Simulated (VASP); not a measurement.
Method: PBEsol GGA, VASP's PBE PAW potentials (set 64) (plane waves; VASP 6.6.1).

VASP ran on this input.

### POSCAR
```
AuAl2
2.940
  0.0000000000   1.0000000000   1.0000000000
  1.0000000000   0.0000000000   1.0000000000
  1.0000000000   1.0000000000   0.0000000000
Al Au
2 1
direct
  0.2490060000   0.2767770000   0.2403460000
  0.7675560000   0.7421960000   0.7393750000
 -0.0165610000  -0.0189730000   0.0202800000
```

File KPOINTS:
```
Automatic mesh
0
Gamma
6 6 6
0 0 0
```

### INCAR
```
SYSTEM = AuAl2
PREC = Accurate
ENCUT = 300
EDIFF = 1E-6
NELM = 100
ALGO = Normal
LREAL = .FALSE.
LASPH = .TRUE.
ISMEAR = -1
SIGMA = 0.1
GGA = PS
LMAXMIX = 6
LWAVE = .FALSE.
LCHARG = .FALSE.
ISIF = 2
```

POTCAR, in this order: Al Au (PBE.64 set). Program: vasp_std.

What VASP printed:

### OSZICAR
```
       N       E                     dE             d eps       ncg     rms          rms(c)
DAV:   1     0.349716634662E+02    0.34972E+02   -0.52039E+03  2956   0.733E+02
DAV:   2    -0.136504029104E+02   -0.48622E+02   -0.44913E+02  3136   0.159E+02
DAV:   3    -0.147013502717E+02   -0.10509E+01   -0.10430E+01  3412   0.227E+01
DAV:   4    -0.147077801087E+02   -0.64298E-02   -0.64277E-02  3096   0.213E+00
DAV:   5    -0.147078617016E+02   -0.81593E-04   -0.81591E-04  3380   0.244E-01    0.101E+01
DAV:   6    -0.133699538043E+02    0.13379E+01   -0.68211E+00  3076   0.295E+01    0.407E+00
DAV:   7    -0.132870700123E+02    0.82884E-01   -0.28297E-01  2896   0.592E+00    0.193E+00
DAV:   8    -0.132494282759E+02    0.37642E-01   -0.24192E-02  3200   0.116E+00    0.437E-01
DAV:   9    -0.132477618852E+02    0.16664E-02   -0.30574E-03  3192   0.640E-01    0.208E-01
DAV:  10    -0.132478070371E+02   -0.45152E-04   -0.24423E-04  3112   0.128E-01    0.410E-02
DAV:  11    -0.132478009783E+02    0.60588E-05   -0.13649E-05  3120   0.276E-02    0.140E-02
DAV:  12    -0.132478013666E+02   -0.38825E-06   -0.17870E-06  2128   0.101E-02
   1 F= -.13247801E+02 E0= -.13235438E+02  d E =-.247260E-01
```

File OUTCAR:
```
------------------------ aborting loop because EDIFF is reached ----------------------------------------
  FORCE on cell =-STRESS in cart. coord.  units (eV):
  Direction    XX          YY          ZZ          XY          YZ          ZX
  --------------------------------------------------------------------------------------
  Total        3.2832954      3.1925279      2.7363723     -0.4563051     -1.0376308      0.4680611
  in kB      103.5019543    100.6406178     86.2608588    -14.3844706    -32.7100690     14.7550660
  external PRESSURE =      96.8011436 kB  Pullay stress =       0.0000000 kB
  volume of cell :       50.82
      direct lattice vectors                 reciprocal lattice vectors
     0.000000000  2.940000000  2.940000000    -0.170068027  0.170068027  0.170068027
     2.940000000  0.000000000  2.940000000     0.170068027 -0.170068027  0.170068027
     2.940000000  2.940000000  0.000000000     0.170068027  0.170068027 -0.170068027
 POSITION                                       TOTAL-FORCE (eV/Angst)
 -----------------------------------------------------------------------------------
      1.52034      1.43869      1.54580        -0.617857      0.503387     -1.079757
      4.35582      4.43038      4.43867         0.501878     -0.010764     -0.598555
      2.94384      2.95093      5.77553         0.115980     -0.492623      1.678312
 -----------------------------------------------------------------------------------
    total drift:                                0.000017     -0.000074      0.000866
  FREE ENERGIE OF THE ION-ELECTRON SYSTEM (eV)
  ---------------------------------------------------
  free  energy   TOTEN  =       -13.2478013666 eV

  energy  without entropy=      -13.2230753269  energy(sigma->0) =      -13.23543835
```
(Selected blocks of OUTCAR.)

OUTCAR:
```
 val. band max:        8.4168482706   @ k =   0.3333   0.3333   0.1667

 cond. band min:       8.4292630913   @ k =   0.1667   0.3333   0.0000


 Fermi energy:         8.4189056104

 k-point     1 :       0.0000    0.0000    0.0000
  band No.  band energies     occupation
      1      -2.6191      2.00000
      2       1.3556      2.00000
      3       1.4572      2.00000
      4       1.4962      2.00000
      5       2.4473      2.00000
      6       2.4706      2.00000
      7      11.0086      0.00000
      8      11.1232      0.00000
      9      11.2900      0.00000
     10      11.4217      0.00000
     11      12.6663      0.00000
     12      12.6845      0.00000

 k-point     2 :       0.1667    0.0000    0.0000
  band No.  band energies     occupation
      1      -2.2501      2.00000
      2       1.3737      2.00000
      3       1.4510      2.00000
      4       1.5446      2.00000
      5       2.4452      2.00000
      6       2.4600      2.00000
      7       8.1211      1.90315
      8      10.2572      0.00000
      9      10.5080      0.00000
     10      11.3743      0.00000
     11      13.1574      0.00000
     12      13.2382      0.00000

 k-point     3 :       0.0000    0.1667    0.0000
  band No.  band energies     occupation
      1      -2.2277      2.00000
      2       1.2515      2.00000
      3       1.5619      2.00000
      4       1.5995      2.00000
      5       2.4164      2.00000
      6       2.4429      2.00000
      7       7.9378      1.98385
      8      10.3035      0.00000
      9      10.4113      0.00000
     10      11.4035      0.00000
     11      13.2864      0.00000
     12      13.4045      0.00000

 k-point     4 :       0.0000    0.0000    0.1667
  band No.  band energies     occupation
      1      -2.2418      2.00000
      2       1.3077      2.00000
      3       1.5079      2.00000
      4       1.5706      2.00000
      5       2.4283      2.00000
      6       2.4599      2.00000
...
```

At this cut-off the stress carries a Pulay error, which pulls relaxed volumes low. Unless said otherwise, spin-orbit coupling is left out, though it shifts the bands of the heavy elements here.

The structure is a typed AuAl2 crystal. The cell was not relaxed at this level, atoms are displaced from their ideal sites. The k-mesh is coarse (spacing up to 0.31 per Å, 2π included), so the numbers may not be converged in it. The electron count is odd and the run is not spin-polarised, which forces a metal.
